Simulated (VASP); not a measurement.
```yaml
crystal:
  lattice:
    - [2.46089, 0.00000, 0.00000]
    - [-1.23044, 2.13119, 0.00000]
    - [0.00000, 0.00000, 19.99680]
  atoms:
    - { symbol: C, position: [0.66667, 0.33333, 0.00000] }
    - { symbol: C, position: [0.33333, 0.66667, 0.00000] }
```

These are PBEsol GGA, VASP's PBE PAW potentials (set 64) (plane waves; VASP) values and carry that method's errors. Run with 520 eV cut-off, Gaussian smearing of 0.050 eV, potentials C.

The cell holds a wide vacuum, so values per volume refer to the whole cell.

Task: Give the energies of bands 2 to 7 at the high-symmetry points, in eV from the Fermi level.

Result: 
| band | Γ | M | K | A | L | H |
|---|---|---|---|---|---|---|
| 2 | -7.69 | -13.28 | -12.55 | -7.69 | -13.28 | -12.55 |
| 3 | -3.00 | -6.42 | -10.65 | -3.00 | -6.42 | -10.65 |
| 4 | -3.00 | -2.38 | 0.00 | -3.00 | -2.38 | 0.00 |
| 5 | 3.39 | 1.65 | 0.00 | 3.39 | 1.65 | 0.00 |
| 6 | 4.19 | 7.40 | 10.51 | 4.12 | 7.40 | 10.51 |
| 7 | 4.50 | 11.25 | 12.98 | 4.71 | 11.25 | 12.98 |

It has no gap at this level: it comes out as a metal or semimetal.

The cell is a sheet with vacuum, built from a database entry that may be metastable or hypothetical.
